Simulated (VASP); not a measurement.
Given:

```
NbC
1.0
    0.00000     2.24131     2.24131
    2.24131     0.00000     2.24131
    2.24131     2.24131     0.00000
Nb C
1 1
Direct
  0.00000   0.00000   0.00000
  0.50000   0.50000   0.50000
```

The numbers are results of PBE GGA, VASP's PBE PAW potentials (set 64) (plane waves; VASP), not measurements. Numerical set-up: 600 eV cut-off, 14×14×14 Γ-centred mesh, first-order Methfessel-Paxton smearing of 0.10 eV, potentials Nb_sv C.

Estimate the energy per atom (σ→0), band gap (on the k-mesh) with the smallest direct gap where there is one.

```yaml
band gap (on the k-mesh): none (metal, semimetal or under 0.01 eV)
energy per atom (σ→0): -10.273 eV/atom
```

Only differences to runs with the same potentials and settings are physical.

The compound is NbC in the rock salt structure. It was relaxed first. The electron count is odd and the run is not spin-polarised, which forces a metal.
